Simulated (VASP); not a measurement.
Crystal: HfGe.

```
Hf Ge
1.0
     3.21967    0.00000    0.00000
     0.00000    3.21967    0.00000
     0.00000    0.00000    4.10843
Hf Ge
1 1
Direct
  0.50000 0.50000 0.00000
  0.00000 0.00000 0.00000
```

The cell was built by a generator and needn't be a form met in nature.

- Program: VASP 6.6.1
- Task: relaxation of cell and atoms
- Functional: PBE
- Potentials or basis: VASP PAW PBE potentials, release 64 (Hf_pv, Ge_h)
- Cutoff: 900 eV
- k mesh: 8 × 8 × 7
- Occupations: fermi-dirac, width 0.05 eV
- Spin: no spin polarisation

At the start: pressure 61.4 GPa; volume 21.29 Å³/atom.

**Question.** Where does the relaxation end?

**Answer.** Over 25 steps the energy falls by 1984.2 meV/atom and the volume is 22.36 Å³/atom (+5.0 %); space group P4/mmm (No. 123, to 0.05 Å).

Step by step:
| step | energy change (eV) | largest force (eV/Å) | pressure (GPa) | volume (Å³) |
| --- | --- | --- | --- | --- |
| 1 | 0.0000 | 0.0000 | 61.40 | 42.59 |
| 2 | 2.8478 | 0.0000 | -10.07 | 107.28 |
| 3 | -0.6354 | 0.0000 | -13.41 | 87.75 |
| 4 | -2.0465 | 0.0000 | -12.91 | 74.46 |
| 5 | -3.2067 | 0.0000 | -1.93 | 57.44 |
| 6 | -3.2144 | 0.0000 | -2.40 | 57.76 |
| 7 | -3.3355 | 0.0000 | -2.40 | 55.25 |
| 8 | -3.8438 | 0.0000 | -0.76 | 47.60 |
| 9 | 0.0055 | 0.0000 | 61.10 | 31.81 |
| 10 | -3.9075 | 0.0000 | -0.35 | 46.37 |
| 11 | -3.9402 | 0.0000 | 3.68 | 42.72 |
| 12 | -3.9619 | 0.0000 | 1.64 | 44.32 |
| 13 | -3.9629 | 0.0000 | 1.54 | 44.05 |
| 14 | -3.9620 | 0.0000 | 1.86 | 43.77 |
| 15 | -3.9255 | 0.0000 | -1.56 | 45.23 |
| 16 | -3.9656 | 0.0000 | 1.02 | 44.07 |
| 17 | -3.9656 | 0.0000 | 0.91 | 44.10 |
| 18 | -3.9676 | 0.0000 | -0.73 | 45.12 |
| 19 | -3.9684 | 0.0000 | -0.19 | 44.78 |
| 20 | -3.9684 | 0.0000 | 0.13 | 44.73 |
| 21 | -3.9684 | 0.0000 | -0.25 | 44.76 |
| 22 | -3.9684 | 0.0000 | -0.04 | 44.75 |
| 23 | -3.9684 | 0.0000 | -0.14 | 44.69 |
| 24 | -3.9685 | 0.0000 | -0.03 | 44.72 |
| 25 | -3.9685 | 0.0000 | 0.02 | 44.71 |

Final structure:
```
Hf Ge
1.0
     3.81889    0.00000    0.00000
     0.00000    3.81889    0.00000
     0.00000    0.00000    3.06573
Hf Ge
1 1
Direct
  0.50000 0.50000 0.00000
  0.00000 0.00000 0.00000
```
